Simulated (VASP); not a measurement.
Method: PBEsol GGA, VASP's PBE PAW potentials (set 64) (plane waves; VASP).

Input for VASP

**KPOINTS**
```
Automatic mesh
0
Gamma
8 8 2
0 0 0
```

### POSCAR
```
BeHg3Se4
1.0
  0.0000000000   2.9373833401   2.9373833401
  2.9373833401   0.0000000000   2.9373833401
 11.9037219788  11.9037219788  -0.1541886182
Hg Se Be
3 4 1
Cartesian
 11.7298151636  11.7298151636   0.0197181970
  2.9471919717   2.9471919717  -0.0098086315
  8.9972905608   8.9972905608   5.6896261398
  1.4448282720   1.4448282720   1.4925550678
  4.5584227668   4.5584227668   1.3163439132
  7.6561752687   7.6561752687   1.1559747518
 10.2169230877  10.2169230877   1.5326102729
  8.9149379980   8.9149379980  -0.1027879773
```

**INCAR**
```
# general
SYSTEM  = BeHg3Se4
PREC    = Accurate
ENCUT   = 400
LREAL   = .FALSE.
LASPH   = .TRUE.

# electronic loop
EDIFF   = 1E-6
NELM    = 100
ALGO    = Normal
LMAXMIX = 6

# smearing
ISMEAR  = 1
SIGMA   = 0.1

# functional
GGA     = PS

# ions
IBRION  = 2
NSW     = 60
ISIF    = 3
EDIFFG  = -0.02

# output
LWAVE   = .FALSE.
LCHARG  = .FALSE.
```

POTCAR, in this order: Hg Se Be (PBE.64 set). Program: vasp_std.

Output of the run:

OSZICAR:
```
       N       E                     dE             d eps       ncg     rms          rms(c)
DAV:   1     0.365771505980E+03    0.36577E+03   -0.24261E+04  1480   0.120E+03
DAV:   2    -0.755924319465E-01   -0.36585E+03   -0.35493E+03  1692   0.301E+02
DAV:   3    -0.239704434929E+02   -0.23895E+02   -0.23646E+02  1768   0.754E+01
DAV:   4    -0.243484038133E+02   -0.37796E+00   -0.37628E+00  1733   0.928E+00
DAV:   5    -0.243535180938E+02   -0.51143E-02   -0.51124E-02  1762   0.101E+00    0.147E+01
DAV:   6    -0.231392800139E+02    0.12142E+01   -0.28564E+00  1815   0.172E+01    0.114E+01
DAV:   7    -0.231575673931E+02   -0.18287E-01   -0.20407E+00  1648   0.691E+00    0.348E+00
DAV:   8    -0.231117206956E+02    0.45847E-01   -0.44617E-01  1731   0.572E+00    0.124E+00
DAV:   9    -0.231116147476E+02    0.10595E-03   -0.44458E-02  1590   0.183E+00    0.263E-01
DAV:  10    -0.231114204757E+02    0.19427E-03   -0.22351E-03  1738   0.263E-01    0.113E-01
DAV:  11    -0.231114252419E+02   -0.47662E-05   -0.76644E-04  1645   0.192E-01    0.407E-02
DAV:  12    -0.231114175624E+02    0.76795E-05   -0.19607E-04  1689   0.969E-02    0.175E-02
DAV:  13    -0.231114216897E+02   -0.41273E-05   -0.18603E-05  1630   0.346E-02    0.638E-03
DAV:  14    -0.231114218908E+02   -0.20113E-06   -0.42425E-06  1442   0.847E-03
   1 F= -.23111422E+02 E0= -.23111557E+02  d E =-.231114E+02
       N       E                     dE             d eps       ncg     rms          rms(c)
DAV:   1    -0.231121560612E+02   -0.73437E-03   -0.46172E-02  1480   0.116E+00    0.163E-01
DAV:   2    -0.231117004865E+02    0.45557E-03   -0.14718E-03  1630   0.301E-01    0.638E-02
DAV:   3    -0.231116039794E+02    0.96507E-04   -0.21131E-04  1760   0.810E-02    0.498E-02
DAV:   4    -0.231115821734E+02    0.21806E-04   -0.43408E-05  1672   0.395E-02    0.954E-03
DAV:   5    -0.231115801416E+02    0.20318E-05   -0.10168E-05  1688   0.250E-02    0.678E-03
DAV:   6    -0.231115804212E+02   -0.27962E-06   -0.12398E-06   870   0.654E-03
   2 F= -.23111580E+02 E0= -.23111714E+02  d E =-.158530E-03
       N       E                     dE             d eps       ncg     rms          rms(c)
DAV:   1    -0.231116080783E+02   -0.27937E-04   -0.17029E-03  1490   0.223E-01    0.314E-02
DAV:   2    -0.231115910317E+02    0.17047E-04   -0.54012E-05  1630   0.573E-02    0.120E-02
DAV:   3    -0.231115875193E+02    0.35124E-05   -0.78084E-06  1742   0.155E-02    0.939E-03
DAV:   4    -0.231115870379E+02    0.48144E-06   -0.14527E-06   825   0.745E-03
   3 F= -.23111587E+02 E0= -.23111721E+02  d E =-.165147E-03
       N       E                     dE             d eps       ncg     rms          rms(c)
DAV:   1    -0.231116622342E+02   -0.74715E-04   -0.67156E-03  1480   0.441E-01    0.620E-02
DAV:   2    -0.231115942905E+02    0.67944E-04   -0.21306E-04  1630   0.115E-01    0.246E-02
DAV:   3    -0.231115802243E+02    0.14066E-04   -0.30989E-05  1770   0.309E-02    0.194E-02
DAV:   4    -0.231115774687E+02    0.27556E-05   -0.64212E-06  1605   0.152E-02    0.372E-03
DAV:   5    -0.231115772542E+02    0.21451E-06   -0.14262E-06   830   0.970E-03
   4 F= -.23111577E+02 E0= -.23111710E+02  d E =-.155363E-03
       N       E                     dE             d eps       ncg     rms          rms(c)
DAV:   1    -0.231116254327E+02   -0.47964E-04   -0.29955E-03  1480   0.295E-01    0.421E-02
DAV:   2    -0.231115962304E+02    0.29202E-04   -0.96996E-05  1625   0.775E-02    0.166E-02
DAV:   3    -0.231115897193E+02    0.65111E-05   -0.13767E-05  1770   0.207E-02    0.129E-02
DAV:   4    -0.231115875841E+02    0.21352E-05   -0.26651E-06  1080   0.101E-02    0.234E-03
DAV:   5    -0.231115873385E+02    0.24561E-06   -0.84051E-07   760   0.709E-03
   5 F= -.23111587E+02 E0= -.23111721E+02  d E =-.165448E-03
       N       E                     dE             d eps       ncg     rms          rms(c)
DAV:   1    -0.231116609092E+02   -0.73325E-04   -0.34606E-02  1480   0.814E-01    0.282E-02
DAV:   2    -0.231116609414E+02   -0.32126E-07   -0.16319E-04  1756   0.704E-02    0.176E-02
DAV:   3    -0.231116576653E+02    0.32760E-05   -0.12471E-05  1754   0.183E-02    0.890E-03
DAV:   4    -0.231116566615E+02    0.10038E-05   -0.12002E-06   943   0.818E-03    0.395E-03
DAV:   5    -0.231116565715E+02    0.89971E-07   -0.71609E-07   840   0.485E-03
   6 F= -.23111657E+02 E0= -.23111791E+02  d E =-.692330E-04
```

OUTCAR:
```
------------------------ aborting loop because EDIFF is reached ----------------------------------------
  FORCE on cell =-STRESS in cart. coord.  units (eV):
  Direction    XX          YY          ZZ          XY          YZ          ZX
  --------------------------------------------------------------------------------------
  Total        0.0109343      0.0109343      0.0109343     -0.0094983      0.0094983      0.0094983
  in kB        0.0848181      0.0848181      0.0848181     -0.0736786      0.0736786      0.0736786
  external PRESSURE =       0.0848181 kB  Pullay stress =       0.0000000 kB
  volume of cell :      206.54
      direct lattice vectors                 reciprocal lattice vectors
     0.000000000  2.934784281  2.934784281    -0.169180505  0.171560041  0.169180505
     2.934784281  0.000000000  2.934784281     0.171560041 -0.169180505  0.169180505
    11.906604356 11.906604356 -0.167467230     0.041700242  0.041700242 -0.041700242
 POSITION                                       TOTAL-FORCE (eV/Angst)
 -----------------------------------------------------------------------------------
     11.73341     11.73341      0.00573        -0.003141     -0.003141      0.003141
      2.94798      2.94798     -0.01319        -0.006375     -0.006375      0.006375
      8.99423      8.99423      5.67969        -0.009970     -0.009970      0.009970
      1.44434      1.44434      1.49045         0.006071      0.006071     -0.006071
      4.55793      4.55793      1.31164        -0.001858     -0.001858      0.001858
      7.65799      7.65799      1.14636         0.005235      0.005235     -0.005235
     10.21847     10.21847      1.52067         0.007911      0.007911     -0.007911
      8.91830      8.91830     -0.11394         0.002127      0.002127     -0.002127
 -----------------------------------------------------------------------------------
    total drift:                               -0.000134     -0.000134      0.000136
  FREE ENERGIE OF THE ION-ELECTRON SYSTEM (eV)
  ---------------------------------------------------
  free  energy   TOTEN  =       -23.1116565715 eV

  energy  without entropy=      -23.1120598538  energy(sigma->0) =      -23.11179100

 reached required accuracy - stopping structural energy minimisation
```
(Selected blocks of OUTCAR.)

### CONTCAR
```
BeHg3Se4
   1.00000000000000
     0.0000000000000195    2.9347842814066416    2.9347842814066025
     2.9347842814066416    0.0000000000000195    2.9347842814066025
    11.9066043562513482   11.9066043562513482   -0.1674672304248792
  Hg              Se              Be
     3     4     1
Direct
     0.0288894446973343    0.0288894446973343    0.9783329164770010
     0.0047831254982351    0.0047831254982351    0.2464126558763272
     0.9822955255500454    0.9822955255500454    0.5132783558374694
     0.2555914331755827    0.2555914331755827    0.0583064250933089
     0.2327491537782649    0.2327491537782649    0.3254381346412973
     0.2121647802333959    0.2121647802333959    0.5908764148249530
     0.2815823359617179    0.2815823359617179    0.7888132480287151
     0.0019442012054326    0.0019442012054326    0.7485418491209259
```

### OUTCAR
```
 val. band max:        1.8990915645   @ k =   0.0000   0.0000   0.5000

 cond. band min:       1.9767170726   @ k =   0.0000   0.0000   0.0000


 Fermi energy:         1.9655204710

 k-point     1 :       0.0000    0.0000    0.0000
  band No.  band energies     occupation
      1     -11.7265      2.00000
      2     -11.4131      2.00000
      3     -11.2723      2.00000
      4     -10.8992      2.00000
      5      -5.3433      2.00000
      6      -5.2135      2.00000
      7      -5.1938      2.00000
      8      -5.1938      2.00000
      9      -5.0974      2.00000
     10      -5.0974      2.00000
     11      -5.0104      2.00000
     12      -5.0104      2.00000
     13      -4.5697      2.00000
     14      -4.5697      2.00000
     15      -4.5610      2.00000
     16      -4.4918      2.00000
     17      -4.4918      2.00000
     18      -4.4789      2.00000
     19      -4.4789      2.00000
     20      -3.9986      2.00000
     21      -2.1074      2.00000
     22      -1.4183      2.00000
     23      -0.0342      2.00000
     24      -0.0342      2.00000
     25       1.2859      2.00000
     26       1.2859      2.00000
     27       1.4325      2.00000
     28       1.4915      2.00000
     29       1.5006      2.00000
     30       1.5006      2.00000
     31       1.9767      0.81180
     32       1.9767      0.81180
     33       3.4716     -0.00000
     34       3.5812     -0.00000
     35       3.9317     -0.00000
     36       6.0740      0.00000
     37       6.0740      0.00000

 k-point     2 :       0.1250    0.0000    0.0000
  band No.  band energies     occupation
      1     -11.6508      2.00000
      2     -11.3768      2.00000
      3     -11.2004      2.00000
      4     -10.8743      2.00000
      5      -5.3202      2.00000
      6      -5.1901      2.00000
      7      -5.1657      2.00000
      8      -5.1455      2.00000
      9      -5.0801      2.00000
     10      -5.0658      2.00000
     11      -4.9978      2.00000
...
```

Unless said otherwise, spin-orbit coupling is left out, though it shifts the bands of the heavy elements here.

The structure was generated: BeHg3Se4 was put into an ordered model structure (R3m), which need not be its known phase. This run relaxes it. Symmetry was kept, so distortions that lower it aren't found. The start is the result of an earlier pass.
